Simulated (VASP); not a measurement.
Data:

```yaml
crystal:
  lattice:
    - [1.95337, -3.38333, 0.00000]
    - [1.95337, 3.38333, 0.00000]
    - [0.00000, 0.00000, 5.07402]
  atoms:
    - { symbol: Ni, position: [0.00000, 0.00000, 0.50000] }
    - { symbol: Ni, position: [0.00000, 0.00000, 0.00000] }
    - { symbol: Sb, position: [0.33333, 0.66667, 0.25000] }
    - { symbol: Sb, position: [0.66667, 0.33333, 0.75000] }
```

The numbers are results of AM05 GGA, VASP's PBE PAW potentials (set 64) (plane waves; VASP), not measurements. Numerical set-up: 520 eV cut-off, Gaussian smearing of 0.050 eV, potentials Ni Sb.

Unless said otherwise, spin-orbit coupling is left out, though it shifts the bands of the heavy elements here.

Task: Estimate the band gap (along the path) with the smallest direct gap where there is one.

Result: 
* **band gap (along the path)**: none (metal, semimetal or under 0.01 eV)

Only differences to runs with the same potentials and settings are physical.

The compound is NiSb in the NiAs type structure. It was relaxed first. The run is not spin-polarised, so no magnetic state was tried.
